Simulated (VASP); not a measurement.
Given:

```yaml
crystal:
  lattice:
    - [1.24913, -2.16355, 0.00000]
    - [1.24913, 2.16355, 0.00000]
    - [0.00000, 0.00000, 6.66122]
  atoms:
    - { symbol: B, position: [0.33333, 0.66667, 0.25000] }
    - { symbol: B, position: [0.66667, 0.33333, 0.75000] }
    - { symbol: N, position: [0.66667, 0.33333, 0.25000] }
    - { symbol: N, position: [0.33333, 0.66667, 0.75000] }
```

Computed with SCAN meta-GGA, VASP's PBE PAW potentials (set 64) (plane waves; VASP). Settings: 520 eV cut-off, 11×11×4 Γ-centred mesh, tetrahedra with Blöchl corrections, potentials B N.

Q: What does the run give for the energy per atom (σ→0), band gap (over mesh and band path) with the smallest direct gap where there is one?

A: 
| Property | Value |
|---|---|
| band gap (over mesh and band path) | 4.77 eV |
| smallest direct gap (over mesh and band path) | 5.25 eV |
| energy per atom (σ→0) | -9.827 eV/atom |

The compound is BN in the hex structure. It was relaxed first.
